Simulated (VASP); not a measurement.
## H16SO10: single point with PBE

Crystal: H16SO10.

```
O H S
1.0
     6.79688    0.00000    0.00000
     0.00000    6.79688    0.00000
     0.00000    0.00000    6.79688
O H S
10 16 1
Direct
  0.89020 0.92806 0.86571
  0.92147 0.17907 0.48154
  0.50469 0.18906 0.98972
  0.60782 0.54479 0.12673
  0.14570 0.32956 0.81147
  0.01226 0.60086 0.06335
  0.26062 0.86044 0.56648
  0.12595 0.99829 0.20231
  0.49602 0.29561 0.50501
  0.23209 0.49418 0.37589
  0.96986 0.93909 0.74589
  0.97762 0.98700 0.95297
  0.02178 0.23428 0.57295
  0.79383 0.23727 0.50994
  0.54687 0.31891 0.04558
  0.60556 0.15538 0.89070
  0.54499 0.64062 0.04484
  0.75691 0.56686 0.11212
  0.08657 0.43130 0.89922
  0.26723 0.29166 0.88307
  0.09585 0.61895 0.17870
  0.98418 0.72466 0.99705
  0.34264 0.97142 0.60075
  0.22073 0.89111 0.43108
  0.05853 0.10231 0.29187
  0.26509 0.02147 0.18529
  0.39106 0.48319 0.51913
```

The cell was built by a generator and needn't be a form met in nature.

* Program: VASP 6.6.1
* Task: single point
* Functional: PBE
* Potentials or basis: VASP PAW PBE potentials, release 64 (O, H, S)
* Cutoff: 520 eV
* k mesh: 1 × 1 × 1
* Occupations: fermi-dirac, width 0.05 eV
* Spin: no spin polarisation
* Dipole correction: no
* Further INCAR settings: LREAL = Auto; ALGO = Normal; EDIFF = 1e-06; NBANDS = 60

| Quantity | Value |
| --- | --- |
| Pressure | 0.6 GPa |
| Largest force | 3.304 eV/Å |
| Band gap on the k mesh | 2.85 eV, direct |

Forces in eV/Å, atoms in the order of the input:
```
O   -1.215 -1.190 -1.991
O    0.854 -0.024  0.138
O    0.038  0.016 -0.470
O    1.567 -0.366  0.474
O    0.530  0.088 -0.169
O   -0.463 -1.026  0.063
O    0.038 -0.011  0.357
O   -0.904  0.374  0.756
O    0.266  0.101  0.475
O    0.095  0.263  0.238
H   -0.373 -0.225 -0.446
H    1.546  1.587  2.451
H   -0.832  0.022  0.015
H   -0.031  0.124 -0.050
H    0.108 -0.213 -0.024
H   -0.314 -0.027  0.557
H   -0.175  0.647 -0.436
H   -1.109 -0.160  0.100
H   -0.080  0.106  0.020
H    0.007 -0.391 -0.180
H   -0.117  0.118  0.017
H   -0.040  0.785 -0.310
H    0.325  0.307  0.221
H   -0.424 -0.078 -0.215
H    0.618 -0.939 -0.798
H    0.370  0.812 -0.253
S   -0.285 -0.700 -0.541
```

Stress tensor (GPa, compression positive):
```
-0.84  0.45  1.34
 0.45  1.72 -0.19
 1.34 -0.19  0.89
```

Levels at points of the mesh, in eV from the valence-band top:
```tsv
k point	band 37	band 38	band 39	band 40	band 41	band 42	band 43	band 44	band 45	band 46
(0.00, 0.00, 0.00)	-0.53	-0.27	-0.18	-0.14	0.00	2.85	5.17	7.14	7.59	8.12
```

Wall time 58 s on 1 thread of AMD EPYC 7R43 64-Core Processor (Zen 3), on a shared host, peak memory 0.32 GiB.

PBE gaps usually lie below the measured ones, often by a third to a half.
